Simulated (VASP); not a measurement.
Data:

```
Pb
1.0
    0.00000     2.43907     2.43907
    2.43907     0.00000     2.43907
    2.43907     2.43907     0.00000
Pb
1
Direct
  0.00000   0.00000   0.00000
```

The numbers are results of LDA (Ceperley-Alder, Perdew-Zunger), VASP's LDA PAW potentials (set 64) (plane waves; VASP 6.6.1), not measurements. Numerical set-up: 500 eV cut-off, 13×13×13 Γ-centred mesh, first-order Methfessel-Paxton smearing of 0.10 eV, potentials Pb_d.

Energy and stress use the plane-wave basis of the starting cell.

**Question.** The ions, cell shape and volume at an external pressure of 5.0 GPa are relaxed. Which structure does the run end with?

**Answer.** 
```
Pb
1.0
    0.00000     2.37774     2.37774
    2.37774     0.00000     2.37774
    2.37774     2.37774     0.00000
Pb
1
Direct
  0.00000   0.00000   0.00000
```
Space group Fm-3m (225), at a tolerance of 0.03 Å.

**Question.** How do energy and volume change from the first to the last step?

**Answer.** The energy (σ→0) changes by +31.2 meV/atom and the volume by -7.4 %, in 3 ionic steps.

The compound is Pb in the fcc structure. This run relaxes it under an external pressure of 5 GPa. Symmetry was kept, so distortions that lower it aren't found.
